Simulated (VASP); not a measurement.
CaYS6:

```xyz
8
Lattice="5.1931 0.0000 0.0000 0.0000 5.1931 0.0000 0.0000 0.0000 5.1931" Properties=species:S:1:pos:R:3 pbc="T T T"
Ca    0.0000    0.0000    0.0000
Y     2.5965    2.5965    2.5965
S     0.0000    2.5965    2.5965
S     2.5965    0.0000    2.5965
S     2.5965    2.5965    0.0000
S     2.5965    0.0000    0.0000
S     0.0000    2.5965    0.0000
S     0.0000    0.0000    2.5965
```

The cell was built by a generator and needn't be a form met in nature.

The cell isn't the ideal one: random cell by space group and Wyckoff sites (Pm-3m, No. 221).

| Quantity | Value |
| --- | --- |
| Program | VASP 6.6.1 |
| Task | relaxation of cell and atoms |
| Functional | PBE |
| Potentials or basis | VASP PAW PBE potentials, release 64 (Ca_sv, Y_sv, S) |
| Cutoff | 600 eV |
| k mesh | 4 × 4 × 4 |
| Occupations | gaussian, width 0.1 eV |
| Spin | no spin polarisation |

At the start: pressure 19.0 GPa; volume 17.51 Å³/atom.

**Question.** How do energy, volume and symmetry change on relaxing?

**Answer.** Over 3 steps the energy falls by 206.2 meV/atom and the volume is 21.49 Å³/atom (+22.8 %); space group Pm-3m (No. 221, to 0.05 Å).

The path:
| step | energy change (eV) | largest force (eV/Å) | pressure (GPa) | volume (Å³) |
| --- | --- | --- | --- | --- |
| 1 | 0.0000 | 0.0000 | 19.00 | 140.05 |
| 2 | -1.4279 | 0.0000 | -4.57 | 186.49 |
| 3 | -1.6493 | 0.0000 | 0.04 | 171.94 |

Final structure:
```xyz
8
Lattice="5.5607 0.0000 0.0000 0.0000 5.5607 0.0000 0.0000 0.0000 5.5607" Properties=species:S:1:pos:R:3 pbc="T T T"
Ca    0.0000    0.0000    0.0000
Y     2.7803    2.7803    2.7803
S     0.0000    2.7803    2.7803
S     2.7803    0.0000    2.7803
S     2.7803    2.7803    0.0000
S     2.7803    0.0000    0.0000
S     0.0000    2.7803    0.0000
S     0.0000    0.0000    2.7803
```

Caveat: the volume moved by over 15 % at a fixed basis, so the end points are rough.
